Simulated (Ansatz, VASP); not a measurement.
# Cross-check of TiC between VASP and Ansatz, part 2 of 2

One calculation is typed for both programs; each brings its own data sets. How far apart do they land? The cell is taken from a series of runs on this material, whose earlier steps may have relaxed, scaled, displaced or heated it; both programs get it as it stands.

VASP 6.6.1 and Ansatz 0.2.0.

So far: Starting point; VASP: zone-centre phonons, LDA, pair 1; Ansatz: zone-centre phonons, LDA, pair 1; Comparison.

## 5. VASP: zone-centre phonons, LDA, pair 2

Level of this step: LDA; plane waves and PAW (C, Ti_sv) (VASP).

Second derivatives magnify differences that forces hide, and they need a tight electronic threshold. The cell compared in this pair holds 17.79 Å³, against 17.40 Å³ for the pair before.

Contents of INCAR:

```
SYSTEM = TiC
PREC = Accurate
ENCUT = 600
EDIFF = 1E-08
NELM = 120
ISMEAR = 1
SIGMA = 0.2
LREAL = .FALSE.
ALGO = Normal
GGA = PW92
NBANDS = 14
LASPH = .TRUE.
LORBIT = 11
LWAVE = .FALSE.
LCHARG = .FALSE.
ISIF = 2
IBRION = 8
GGA_COMPAT = .FALSE.
KPAR = 2
```

Contents of POSCAR:

```
TiC
1.0
    0.0000000000      2.0720162474      2.0720162474
    2.0720162474      0.0000000000      2.0720162474
    2.0720162474      2.0720162474      0.0000000000
C Ti
1 1
Direct
    0.5000000000      0.5000000000      0.5000000000
    0.0000000000      0.0000000000      0.0000000000
```

Contents of KPOINTS:

```
Automatic mesh
0
Gamma
16 16 16
0 0 0
```

The projector-augmented-wave data sets are C and Ti_sv (LDA family, release 64).

Command:

```sh
$ mpirun -np 2 vasp_std
```

Numbers of over 12 decimals in the logs are rounded to 6 here.

The log of the run:

```text
[banner, memory and clock lines left out]
running    2 mpi-ranks, on    1 nodes
[...]
[... a notice as in an earlier step ...]

 LDA part: xc-table for (Slater(with rela. corr.)+PW92), standard interpolation
 POSCAR, INCAR and KPOINTS ok, starting setup
[...]
entering main loop
       N       E                     dE             d eps       ncg     rms          rms(c)
DAV:   1     0.126385732279E+03    0.12639E+03   -0.89840E+03  4068   0.155E+03
DAV:   2    -0.170930725835E+02   -0.14348E+03   -0.13510E+03  4270   0.374E+02
DAV:   3    -0.252831505392E+02   -0.81901E+01   -0.79981E+01  5324   0.861E+01
DAV:   4    -0.256075910752E+02   -0.32444E+00   -0.32422E+00  5144   0.155E+01
[...]
DAV:  14    -0.204072223603E+02    0.26330E-06   -0.10423E-06  4816   0.135E-02    0.321E-03
DAV:  15    -0.204072223796E+02   -0.19256E-07   -0.10098E-07  5802   0.345E-03    0.146E-03
DAV:  16    -0.204072223704E+02    0.91873E-08   -0.35885E-08  4444   0.200E-03
   1 F= -.20407222E+02 E0= -.20407177E+02  d E =-.134660E-03
[...]
RMM:  13    -0.119488030024E+00    0.14328E-07   -0.20654E-07 23330   0.263E-04    0.777E-06
RMM:  14    -0.119488045480E+00   -0.15456E-07   -0.11467E-07 24239   0.133E-04    0.117E-05
RMM:  15    -0.119488042403E+00    0.30765E-08   -0.37579E-08 21949   0.775E-05    0.127E-06
 first order change of Fermi-energy   0.26518E-03
 force on displaced ion       1 direction 1 : -14.528   0.000   0.000
 Linear response progress:
  Degree of freedom:   2/  2
       N       E                     dE             d eps       ncg     rms          rms(c)
RMM:   1    -0.653248179953E+00   -0.65325E+00    0.91734E+00  9871   0.130E+02
RMM:   2    -0.623360246530E+00    0.29888E-01   -0.23648E-01 16389   0.505E+00    0.248E-01
RMM:   3    -0.622941555672E+00    0.41869E-03   -0.19234E-02 19369   0.121E+00    0.123E-01
RMM:   4    -0.622462982868E+00    0.47857E-03   -0.74100E-03 21334   0.523E-01    0.205E-02
[...]
RMM:  17    -0.623811850878E+00    0.25696E-06   -0.36463E-06 20142   0.133E-03    0.109E-05
RMM:  18    -0.623812213669E+00   -0.36279E-06   -0.30910E-06 21529   0.113E-03    0.108E-05
RMM:  19    -0.623812309936E+00   -0.96267E-07   -0.25088E-06 20673   0.989E-04    0.107E-05
 first order change of Fermi-energy  -0.11113E-04
 force on displaced ion       2 direction 1 : -14.535   0.000   0.000
 Linear response finished
```

From OUTCAR (step 5):

```text
  Total        3.1048175      3.1048175      3.1048175      0.0000000      0.0000000     -0.0000000
  in kB      279.6000162    279.6000162    279.6000162      0.0000000      0.0000000     -0.0000000
  external PRESSURE =     279.6000162 kB  Pullay stress =       0.0000000 kB

 POSITION                                       TOTAL-FORCE (eV/Angst)
 -----------------------------------------------------------------------------------
      2.07202      2.07202      2.07202         0.000000      0.000000      0.000000
      0.00000      0.00000      0.00000        -0.000000     -0.000000     -0.000000
 -----------------------------------------------------------------------------------
    total drift:                                0.000000     -0.000000     -0.000000

[... 1 part as in an earlier step ...]

[... 1 further part left out ...]
```

## 6. Ansatz: zone-centre phonons, LDA, pair 2

The same cell, functional (in two slightly different forms), mesh and smearing now go to Ansatz, which takes its cutoff from its data sets.

The cell is taken from a series of runs on this material, whose earlier steps may have relaxed, scaled, displaced or heated it; both programs get it as it stands.

Contents of input.yaml:

```yaml
crystal:
  lattice:
    - [0.0, 2.0720162474, 2.0720162474]
    - [2.0720162474, 0.0, 2.0720162474]
    - [2.0720162474, 2.0720162474, 0.0]
  atoms:
    - { symbol: C, position: [0.5, 0.5, 0.5] }
    - { symbol: Ti, position: [0.0, 0.0, 0.0] }
kpoints:
  mp_grid: { grid: [16, 16, 16] }
hamiltonian:
  xc: lda
  pseudopotentials: { kind: paw, azcp: { folder: soft_1 }, xc_functional: pbe }
scf:
  occupations: { method: methfessel_paxton, width: 0.2 }
output:
  eigenvalues: true
phonons:
  method: dfpt
```

Command:

```sh
$ ansatz run input.yaml --threads 4 --pin off --max-ram 10240MiB --backend cpu --events-out ev --progress --plain --runs-dir out
```

The log of the run:

```text
[...]
Crystal: 2 atoms, lattice volume = 17.791 Å³
Basis set: ecut = 420 eV, 331 PW (Γ), exchange–correlation on 40×40×40 points (8 copies of the dense FFT grid, shifted against one another)
Bands: 12, of which v1, the nominal top of the filled ones, is band 8 counted from 1 (7 counted from 0)
Symmetry: 48 space group operations
k-points: 349 of 4096 (irreducible under 8 space group operations, time reversal used)
[...]
k-point 1: bands = [... 4 lower, 4.0067, 16.8847, 17.1704, 17.1704, 17.8274, 17.8274, 18.8531, 19.8066]
  k-point 2: bands = [... 4 lower, 4.3158, 15.9394, 16.3279, 16.3279, 17.8919, 17.8919, 19.2658, 21.0407]
  k-point 348: bands = [... 4 lower, 7.0126, 13.3501, 13.3501, 13.6827, 19.9313, 19.9313, 20.8799, 22.9210]
[...]
ASR residual: 5.173e-5 → 0.000e0 eV/Å²; symmetrization residual: 1.865e-7 eV/Å²
  ASR residual per site (eV/Å²): 5.17e-5 1.45e-5
  Γ frequencies (cm⁻¹): 0.00 0.00 0.00 640.65 640.65 640.65
[...]
[key lines of the parts left out:]
SCF converged after 8 iterations
Free energy (F): -2695.061270 eV
Fermi energy:    16.693875 eV
```

## 7. Differences

Both answers:

| quantity | Ansatz | VASP | difference |
| --- | --- | --- | --- |
| optical mode 1 to 3 (cm⁻¹) | 640.6 | 641.5 | -0.13 % |

Modes are paired by rising frequency, not by their patterns, so a pair may set unlike modes beside each other; they are those without the splitting of longitudinal modes.

## 8. Ansatz: zone-centre phonons, LDA, pair 3

Second derivatives magnify differences that forces hide, and they need a tight electronic threshold. The cell compared in this pair holds 18.18 Å³, against 17.79 Å³ for the pair before.

The cell is taken from a series of runs on this material, whose earlier steps may have relaxed, scaled, displaced or heated it; both programs get it as it stands.

input.yaml, the sections that differ from step 6:

```yaml
crystal:
  lattice:
    - [0.0, 2.0869233516, 2.0869233516]
    - [2.0869233516, 0.0, 2.0869233516]
    - [2.0869233516, 2.0869233516, 0.0]
  atoms:
    - { symbol: C, position: [0.5, 0.5, 0.5] }
    - { symbol: Ti, position: [0.0, 0.0, 0.0] }
# kpoints, hamiltonian, scf, output, phonons: as in step 6
```

The log of the run:

```text
[...]
Crystal: 2 atoms, lattice volume = 18.178 Å³
Basis set: ecut = 420 eV, 339 PW (Γ), exchange–correlation on 40×40×40 points (8 copies of the dense FFT grid, shifted against one another)
Bands: 12, of which v1, the nominal top of the filled ones, is band 8 counted from 1 (7 counted from 0)
Symmetry: 48 space group operations
k-points: 349 of 4096 (irreducible under 8 space group operations, time reversal used)
[...]
k-point 1: bands = [... 4 lower, 3.6881, 16.4865, 16.7653, 16.7653, 17.4048, 17.4048, 18.4099, 19.3360]
  k-point 2: bands = [... 4 lower, 3.9889, 15.5553, 15.9389, 15.9389, 17.4686, 17.4686, 18.8081, 20.5409]
  k-point 348: bands = [... 4 lower, 6.6679, 12.9785, 12.9785, 13.3323, 19.4474, 19.4474, 20.3571, 22.3454]
[...]
ASR residual: 5.349e-5 → 0.000e0 eV/Å²; symmetrization residual: 8.200e-7 eV/Å²
  ASR residual per site (eV/Å²): 3.71e-5 5.35e-5
  Γ frequencies (cm⁻¹): 0.00 0.00 0.00 618.51 618.51 618.51
[...]
[key lines of the parts left out:]
SCF converged after 8 iterations
Free energy (F): -2695.118469 eV
Fermi energy:    16.287420 eV
```

## 9. VASP: zone-centre phonons, LDA, pair 3

The same cell, functional (in two slightly different forms), mesh and smearing now go to VASP, with its own data sets.

INCAR is that of step 5.

Contents of POSCAR:

```
TiC
1.0
    0.0000000000      2.0869233516      2.0869233516
    2.0869233516      0.0000000000      2.0869233516
    2.0869233516      2.0869233516      0.0000000000
C Ti
1 1
Direct
    0.5000000000      0.5000000000      0.5000000000
    0.0000000000      0.0000000000      0.0000000000
```

KPOINTS is that of step 5.

Command:

```sh
$ mpirun -np 2 vasp_std
```

The log of the run:

```text
[... set-up lines as in an earlier step ...]
 entering main loop
       N       E                     dE             d eps       ncg     rms          rms(c)
DAV:   1     0.126395939825E+03    0.12640E+03   -0.88745E+03  4060   0.154E+03
DAV:   2    -0.171365918780E+02   -0.14353E+03   -0.13481E+03  4318   0.378E+02
DAV:   3    -0.253951801357E+02   -0.82586E+01   -0.80781E+01  5336   0.866E+01
DAV:   4    -0.257264874515E+02   -0.33131E+00   -0.33108E+00  5050   0.160E+01
[...]
DAV:  14    -0.204654615558E+02    0.27521E-06   -0.88387E-07  4660   0.108E-02    0.333E-03
DAV:  15    -0.204654615326E+02    0.23275E-07   -0.10334E-07  6080   0.239E-03    0.625E-04
DAV:  16    -0.204654615303E+02    0.22449E-08   -0.11626E-08  3358   0.104E-03
   1 F= -.20465462E+02 E0= -.20465404E+02  d E =-.172752E-03
 Linear response reoptimize wavefunctions to high precision
DAV:   1    -0.204654615295E+02    0.78626E-09   -0.63942E-10  3170   0.247E-04
DAV:   2    -0.204654615296E+02   -0.28194E-10   -0.69042E-11  2474   0.785E-05
 Linear response DOF=           2
 Linear response progress:
[...]
RMM:  13    -0.119127206755E+00    0.25328E-07   -0.20301E-07 23053   0.262E-04    0.565E-06
RMM:  14    -0.119127226206E+00   -0.19451E-07   -0.15490E-07 23855   0.134E-04    0.138E-05
RMM:  15    -0.119127227100E+00   -0.89397E-09   -0.70593E-08 22000   0.770E-05    0.167E-06
 first order change of Fermi-energy   0.26747E-03
 force on displaced ion       1 direction 1 : -13.527   0.000   0.000
 Linear response progress:
  Degree of freedom:   2/  2
       N       E                     dE             d eps       ncg     rms          rms(c)
RMM:   1    -0.658898148769E+00   -0.65890E+00    0.89579E+00  9872   0.130E+02
RMM:   2    -0.630142779311E+00    0.28755E-01   -0.23478E-01 16394   0.503E+00    0.242E-01
RMM:   3    -0.629759592377E+00    0.38319E-03   -0.18997E-02 19375   0.120E+00    0.120E-01
RMM:   4    -0.629220025532E+00    0.53957E-03   -0.74442E-03 21294   0.520E-01    0.207E-02
[...]
RMM:  32    -0.630545669388E+00   -0.21261E-08   -0.10758E-06 12898   0.244E-04    0.209E-05
RMM:  33    -0.630545680933E+00   -0.11544E-07   -0.92269E-07 16571   0.221E-04    0.222E-05
RMM:  34    -0.630545657422E+00    0.23511E-07   -0.83965E-07 22234   0.201E-04    0.216E-05
 first order change of Fermi-energy   0.11039E-05
 force on displaced ion       2 direction 1 : -13.524   0.000   0.000
 Linear response finished
```

From OUTCAR (step 9):

```text
  Total        2.2658164      2.2658164      2.2658164     -0.0000000      0.0000000     -0.0000000
  in kB      199.7035561    199.7035561    199.7035561     -0.0000000      0.0000000     -0.0000000
  external PRESSURE =     199.7035561 kB  Pullay stress =       0.0000000 kB

 POSITION                                       TOTAL-FORCE (eV/Angst)
 -----------------------------------------------------------------------------------
      2.08692      2.08692      2.08692         0.000000      0.000000      0.000000
      0.00000      0.00000      0.00000        -0.000000     -0.000000     -0.000000
 -----------------------------------------------------------------------------------
    total drift:                                0.000000     -0.000000     -0.000000

[... 1 part as in an earlier step ...]

[... 1 further part left out ...]
```

## 10. Differences

Compared:

```csv
quantity,Ansatz,VASP,difference
optical mode 1 to 3 (cm⁻¹),618.5,618.9,-0.07 %
```

Modes are paired by rising frequency, not by their patterns, so a pair may set unlike modes beside each other; they are those without the splitting of longitudinal modes.

## 11. What came out

* r.m.s. difference of the optical zone-centre modes, each program's sorted by frequency (zone-centre phonons, LDA, pair 1): 1.1 cm⁻¹
* r.m.s. difference of the optical zone-centre modes, each program's sorted by frequency (zone-centre phonons, LDA, pair 2): 0.81 cm⁻¹
* r.m.s. difference of the optical zone-centre modes, each program's sorted by frequency (zone-centre phonons, LDA, pair 3): 0.41 cm⁻¹

The r.m.s. difference of the optical zone-centre modes, each program's sorted by frequency is 1.1 cm⁻¹ (zone-centre phonons, LDA, pair 1). How closely two codes agree says nothing of how well the functional describes the real material.

[Lines on the potential files, build, host, timing and source positions are cut from VASP's logs without a mark.]

[Logs are printed without paths, hosts, clocks, repeated set-up lines and the standing remarks that a program may print on its own settings, such as how far it seeks lower states.]

[Hosts, paths, dates, database ids (printed as entryN), source tags and the programs' standing remarks are cut or masked in the printed files.]
